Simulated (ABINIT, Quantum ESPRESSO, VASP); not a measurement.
**One structure in several programs: SrVO3 (Pm-3m, 5 atoms in the cell)**

Self-consistent single point.

```yaml
crystal:
  lattice:
    - [3.78432, 0.00000, 0.00000]
    - [0.00000, 3.78432, 0.00000]
    - [0.00000, 0.00000, 3.78432]
  atoms:
    - { symbol: Sr, position: [0.00000, 0.00000, 0.00000] }
    - { symbol: V, position: [0.50000, 0.50000, 0.50000] }
    - { symbol: O, position: [0.50000, 0.00000, 0.50000] }
    - { symbol: O, position: [0.00000, 0.50000, 0.50000] }
    - { symbol: O, position: [0.50000, 0.50000, 0.00000] }
```

Shared settings, as Quantum ESPRESSO writes them: occupations = smearing; smearing = fermi-dirac; degauss = 0.0073499 Ry; K_POINTS = automatic 5 5 5 0 0 0. Potentials and cutoffs stand in the table.

```json
[
 {"code": "Quantum ESPRESSO", "model": "PBE, GBRV 1.5 ultrasoft (PBE) pseudopotentials", "pressure (GPa)": "12.39", "cutoff": "50 Ry"},
 {"code": "VASP", "model": "PBE, VASP's PBE PAW potentials (set 64)", "pressure (GPa)": "7.71", "cutoff": "400 eV"},
 {"code": "ABINIT", "model": "PBE, norm-conserving pseudopotentials (PseudoDojo nc-sr-05 PBE standard)", "pressure (GPa)": "11.65", "cutoff": "42 Ha"}
]
```

On Quantum ESPRESSO's run: spin polarisation is off; with an odd number of electrons in the cell that forces a metal, and a magnetic state may lie lower.

The spread over the programs that give each value: pressure within 4.68 GPa.

In the pressure, VASP (by 3.95) lies more than 1 GPa from the median of the plane-wave programs.

On the base mesh (9 9 9 0 0 0) the same programs gave: Quantum ESPRESSO pressure 12.12 GPa; ABINIT pressure 11.39 GPa; VASP pressure 7.43 GPa.

VASP's run is marked for a possible Pulay error in its stress at this cutoff; no cutoff test was made.

The starting cell has typed, rounded lattice constants, without a prior relaxation at this level. Its lattice was rescaled by a random factor within 2.5 % of one.

Left out of this page: Ansatz, GPAW, Elk, FLEUR and SIESTA (not drawn, or without a comparable value); CP2K (on another mesh).
